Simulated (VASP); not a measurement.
Crystal: LaRh3C.

```
CELL_PARAMETERS angstrom
4.25275 0.00000 0.00000
0.00000 4.25275 0.00000
0.00000 0.00000 4.25275
ATOMIC_POSITIONS crystal
La 0.50000 0.50000 0.50000
Rh 0.50000 0.00000 0.00000
Rh 0.00000 0.50000 0.00000
Rh 0.00000 0.00000 0.50000
C 0.00000 0.00000 0.00000
```

The cell is a database's computed one.

```yaml
Program: VASP 6.6.1
Task: relaxation of cell and atoms
Functional: PBEsol
Potentials_or_basis: VASP PAW PBE potentials, release 64 (La, Rh_pv, C)
Cutoff: 600 eV
k_mesh: 8 × 8 × 8
Occupations: gaussian, width 0.1 eV
Spin: no spin polarisation
```

At the start: pressure -7.5 GPa; volume 15.38 Å³/atom.

Problem. How do energy, volume and symmetry change on relaxing?

Solution. Over 4 steps the energy falls by 14.8 meV/atom and the volume is 14.77 Å³/atom (-4.0 %); space group Pm-3m (No. 221, to 0.05 Å).

Step by step:
| step | energy change (eV) | largest force (eV/Å) | pressure (GPa) | volume (Å³) |
| --- | --- | --- | --- | --- |
| 1 | 0.0000 | 0.0000 | -7.46 | 76.91 |
| 2 | 0.1379 | 0.0000 | 15.42 | 69.22 |
| 3 | -0.0738 | 0.0000 | -0.25 | 73.94 |
| 4 | -0.0738 | 0.0000 | 0.04 | 73.86 |

Final structure:
```
CELL_PARAMETERS angstrom
4.19561 0.00000 0.00000
0.00000 4.19561 0.00000
0.00000 0.00000 4.19561
ATOMIC_POSITIONS crystal
La 0.50000 0.50000 0.50000
Rh 0.50000 0.00000 0.00000
Rh 0.00000 0.50000 0.00000
Rh 0.00000 0.00000 0.50000
C 0.00000 0.00000 0.00000
```

Caveat: the PAW data sets were made with another functional, which shifts forces and pressure a little.
